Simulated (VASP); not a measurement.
Data:

```
CELL_PARAMETERS angstrom
      0.00000     1.76000     1.76000
      1.76000     0.00000     1.76000
      1.76000     1.76000     0.00000
ATOMIC_POSITIONS crystal
  Ni 0.00000 0.00000 0.00000
```
Starting moments (μB, in the order of the record's atoms Ni): 0.8.

Level of theory: LDA (Ceperley-Alder, Perdew-Zunger), VASP's LDA PAW potentials (set 64) (plane waves; VASP). Numerical set-up: 520 eV cut-off, 16×16×16 Γ-centred mesh, first-order Methfessel-Paxton smearing of 0.10 eV, potentials Ni.

Energy and stress use the plane-wave basis of the starting cell.

**Question.** The ions, cell shape and volume are relaxed. Predict the relaxed structure.

**Answer.** 
```
CELL_PARAMETERS angstrom
      0.00000     1.71057     1.71057
      1.71057     0.00000     1.71057
      1.71057     1.71057     0.00000
ATOMIC_POSITIONS crystal
  Ni 0.00000 0.00000 0.00000
```
Space group Fm-3m (225), at a tolerance of 0.03 Å. The cell ends with 0.57 μB, on the sites 0.57 μB.

**Question.** How do energy and volume change from the first to the last step?

**Answer.** The energy (σ→0) changes by -53.0 meV/atom and the volume by -8.2 %, in 4 ionic steps.

The compound is Ni in the fcc structure. This run relaxes it. Symmetry was kept, so distortions that lower it aren't found.
